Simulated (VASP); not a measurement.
# CaCuH2 (R-3m) in VASP: notebook, part 2 of 2

VASP 6.6.1. The steps go on from the part before.

**4. Relaxation of cell and atoms, PBE**

INCAR reads:

```
SYSTEM = CaCuH2
  PREC = Accurate
  ENCUT = 600
  EDIFF = 1E-6
  ISMEAR = -1
  SIGMA = 0.05
  LREAL = .FALSE.
  LASPH = .TRUE.
  NELM = 100
  ALGO = Fast
  ISIF = 3
  LWAVE = .FALSE.
  LCHARG = .FALSE.
  GGA = PE
  IBRION = 2
  NSW = 60
  EDIFFG = -0.005
```

KPOINTS reads:

```
Automatic mesh
0
G
  6 6 6
  0 0 0
```

POSCAR reads:

```
CaCuH2
1.0
    1.9452400000      1.1230900000      4.3573800000
   -1.9452400000      1.1230900000      4.3573800000
    0.0000000000     -2.2461700000      4.3573800000
Ca Cu H
1 1 2
Direct
    0.5000000000      0.5000000000      0.5000000000
    0.0000000000      0.0000000000      0.0000000000
    0.8818100000      0.8818100000      0.8818100000
    0.1181900000      0.1181900000      0.1181900000
```

Potentials or basis: VASP PAW PBE potentials, release 64 (Ca_sv, Cu, H).

The run is started by

```console
> cat potpaw_PBE.64/Ca_sv/POTCAR potpaw_PBE.64/Cu/POTCAR potpaw_PBE.64/H/POTCAR > POTCAR
> mpirun -np 1 vasp_std > vasp.out
```

OUTCAR:

```text
SYSTEM = CaCuH2
   PREC = Accurate
   ENCUT = 600
   EDIFF = 1E-6
   ISMEAR = -1
   LREAL = .FALSE.
   LASPH = .TRUE.
   NELM = 100
   ISIF = 3
   GGA = PE
   IBRION = 2
   NSW = 60
   EDIFFG = -0.005

 ion  position               nearest neighbor table
   1  0.500  0.500  0.500-
   2  0.000  0.000  0.000-   3 1.54   4 1.54
   3  0.882  0.882  0.882-   2 1.54
   4  0.118  0.118  0.118-   2 1.54

  LATTYP: Found a trigonal (rhomboedric) cell.
 ALAT       =     4.9022495112
 COS(alpha) =     0.6850898149

  Lattice vectors:

 A1 = (   1.9452400000,   1.1230900000,   4.3573800000)
 A2 = (  -1.9452400000,   1.1230900000,   4.3573800000)
 A3 = (   0.0000000000,  -2.2461700000,   4.3573800000)

Analysis of symmetry for initial positions (statically):
=====================================================================
 Subroutine PRICEL returns:
 Original cell was already a primitive cell.

 Routine SETGRP: Setting up the symmetry group for a
 trigonal (rhombohedral) supercell.

 Subroutine GETGRP returns: Found 12 space group operations
 (whereof 12 operations were pure point group operations)
 out of a pool of 12 trial point group operations.

The static configuration has the point symmetry D_3d.

Analysis of symmetry for dynamics (positions and initial velocities):
=====================================================================
 Subroutine PRICEL returns:
 Original cell was already a primitive cell.

 Routine SETGRP: Setting up the symmetry group for a
 trigonal (rhombohedral) supercell.

 Subroutine GETGRP returns: Found 12 space group operations
 (whereof 12 operations were pure point group operations)
 out of a pool of 12 trial point group operations.

The dynamic configuration has the point symmetry D_3d.

 Subroutine INISYM returns: Found 12 space group operations
 (whereof 12 operations are pure point group operations),
 and found     1 'primitive' translations
[... 154 lines left out ...]
  Direction    XX          YY          ZZ          XY          YZ          ZX
  --------------------------------------------------------------------------------------
  -------------------------------------------------------------------------------------
  Total        0.1420185      0.1420189      0.2220001      0.0000000      0.0000002     -0.0000000
  in kB        3.9837521      3.9837651      6.2273128      0.0000000      0.0000048     -0.0000000
  external PRESSURE =       4.7316100 kB  Pullay stress =       0.0000000 kB
[... 95 lines left out ...]
  FREE ENERGIE OF THE ION-ELECTRON SYSTEM (eV)
  ---------------------------------------------------
  free  energy   TOTEN  =       -13.2347061515 eV

  energy  without entropy=      -13.2203682484  energy(sigma->0) =      -13.22753720

[... ionic steps 4 to 16 ...]

--------------------------------------- Ionic step       17  -------------------------------------------

 number of electron      23.0000006 magnetization

------------------------ aborting loop because EDIFF is reached ----------------------------------------
[... 71 lines left out ...]
--------------------------------------- Ionic step       19  -------------------------------------------

 number of electron      23.0000006 magnetization

 Free energy of the ion-electron system (eV)
  ---------------------------------------------------
  ext. energy  EPLUGINS =         0.00000000
  ---------------------------------------------------
  free energy    TOTEN  =       -13.23478830 eV

  energy without entropy =      -13.22052824  energy(sigma->0) =      -13.22765827

 E-fermi :   3.0259     XC(G=0):  -9.1547

 val. band max:        3.0199501357   @ k =  -0.1667   0.3333   0.1667
 cond. band min:       3.0522093285   @ k =   0.5000   0.3333   0.1667
 fundamental gap:      0.0322591928
 Fermi energy:         3.0258807986

 k-point     1 :       0.0000    0.0000    0.0000
  band No.  band energies     occupation
      1     -38.2281      2.00000
      2     -19.2698      2.00000
      3     -19.1913      2.00000
      4     -19.1913      2.00000
      5      -5.2278      2.00000
      6      -0.9201      2.00000
      7      -0.3429      2.00000
      8      -0.3429      2.00000
      9      -0.0727      2.00000
     10      -0.0651      2.00000
     11      -0.0651      2.00000
     12       3.3682      0.00212
     13       5.7414      0.00000
     14       5.7414      0.00000
[... 401 lines left out ...]
      2     -19.3220      2.00000
      3     -19.2590      2.00000
      4     -19.2442      2.00000
      5      -3.5712      2.00000
      6      -1.9794      2.00000
      7      -0.4134      2.00000
      8      -0.3261      2.00000
      9      -0.1783      2.00000
     10       0.0618      2.00000
     11       0.4098      2.00000
     12       2.6912      1.99753
     13       4.2953      0.00000
     14       6.1030      0.00000
     15       6.7918      0.00000

 [... further k-points ...]

------------------------ aborting loop because EDIFF is reached ----------------------------------------

  FORCE on cell =-STRESS in cart. coord.  units (eV):
  Direction    XX          YY          ZZ          XY          YZ          ZX
  --------------------------------------------------------------------------------------
  -------------------------------------------------------------------------------------
  Total        0.0014547      0.0014547      0.0153587      0.0000000      0.0000000      0.0000000
  in kB        0.0405979      0.0405981      0.4286310      0.0000000      0.0000003      0.0000000
  external PRESSURE =       0.1699423 kB  Pullay stress =       0.0000000 kB
[... 19 lines left out ...]
  FREE ENERGIE OF THE ION-ELECTRON SYSTEM (eV)
  ---------------------------------------------------
  free  energy   TOTEN  =       -13.2347882984 eV

  energy  without entropy=      -13.2205282363  energy(sigma->0) =      -13.22765827

 reached required accuracy - stopping structural energy minimisation
```

Run time: 4.2 min. Hardware: 1 thread of Intel Xeon 6975P-C (Granite Rapids), shared host; peak memory 0.29 GiB.

Results:

| Property | Result |
| --- | --- |
| Free energy | -13.2348 eV |
| Relaxed volume | 14.35 Å³/atom |
| Relaxed cell | a = 4.902 Å, b = 4.902 Å, c = 4.902 Å, α = 46.90°, β = 46.90°, γ = 46.90° |
| Space group after relaxing (to 0.05 Å) | R-3m (No. 166) |
| Energy gained by relaxing | 0.1 meV/atom |
| Ionic steps | 19 |
| Pressure after relaxing | 0.0 GPa |
| Largest force after relaxing | 0.004 eV/Å |
| Band gap on the k mesh | none (metal or under the smearing width) |

Forces in eV/Å, atoms in the order of the input:
```
Ca   0.000  0.000  0.000
Cu   0.000  0.000  0.000
H    0.000  0.000 -0.004
H    0.000  0.000  0.004
```

Step by step:
| step | energy change (eV) | largest force (eV/Å) | pressure (GPa) | volume (Å³) |
| --- | --- | --- | --- | --- |
| 1 | 0.0000 | 0.0411 | 0.47 | 57.12 |
| 2 | -0.0002 | 0.0129 | -0.12 | 57.47 |
| 3 | -0.0003 | 0.0105 | 0.14 | 57.31 |
| 4 | -0.0003 | 0.0003 | 0.01 | 57.38 |
| 5 | -0.0003 | 0.0005 | 0.04 | 57.38 |
| 6 | -0.0003 | 0.0053 | 0.05 | 57.40 |
| 7 | -0.0003 | 0.0195 | 0.03 | 57.47 |
| 8 | -0.0003 | 0.0150 | -0.08 | 57.45 |
| 9 | -0.0003 | 0.0100 | -0.09 | 57.43 |
| 10 | -0.0003 | 0.0077 | -0.07 | 57.41 |
| 11 | -0.0003 | 0.0113 | -0.04 | 57.40 |
| 12 | -0.0003 | 0.0194 | 0.09 | 57.38 |
| 13 | -0.0003 | 0.0156 | 0.05 | 57.39 |
| 14 | -0.0003 | 0.0137 | 0.05 | 57.40 |
| 15 | -0.0003 | 0.0130 | 0.02 | 57.40 |
| 16 | -0.0003 | 0.0119 | 0.00 | 57.40 |
| 17 | -0.0003 | 0.0105 | -0.03 | 57.42 |
| 18 | -0.0003 | 0.0116 | -0.01 | 57.41 |
| 19 | -0.0003 | 0.0038 | 0.02 | 57.41 |

Final structure:
```
Ca Cu H
1.0
     1.95099    1.12641    4.35393
    -1.95099    1.12641    4.35393
     0.00000   -2.25281    4.35393
Ca Cu H
1 1 2
Direct
  0.50000 0.50000 0.50000
  0.00000 0.00000 0.00000
  0.88141 0.88141 0.88141
  0.11859 0.11859 0.11859
```

**5. For comparison**

An earlier run on the cell as given: functional PBE; potentials or basis VASP PAW PBE potentials, release 64 (Ca_sv, Cu, H); cutoff 520 eV; k mesh 8 × 8 × 8; occupations fermi-dirac, width 0.05 eV; no spin polarisation.

* Pressure: 0.2 GPa
* Largest force: 0.027 eV/Å
* Band gap on the k mesh: none (metal or under the smearing width)

**6. Summary**

```tsv
task	level	cell	k mesh	cutoff (eV)	smearing	gap on the mesh (eV)	pressure (GPa)	relaxed volume (Å³/atom)	largest force (eV/Å)
relaxation of cell and atoms	PBE	relaxed	8 × 8 × 8	600	gaussian 0.05 eV	none	0.0	14.33	0.02
relaxation of the atoms	RPBE	atoms relaxed	8 × 8 × 8	520	gaussian 0.05 eV	none	1.9	-	0.01
relaxation of cell and atoms	PBE	relaxed	6 × 6 × 6	600	fermi-dirac 0.05 eV	none	0.0	14.35	-
single point	PBE	as given	8 × 8 × 8	520	fermi-dirac 0.05 eV	none	0.2	-	0.03
```

Alike in all rows: potentials or basis VASP PAW PBE potentials, release 64 (Ca_sv, Cu, H); no spin polarisation.

Caveats: the PAW data sets were made with another functional, which shifts forces and pressure a little (some runs).

Absolute energies hang on the potentials; compare differences alone.
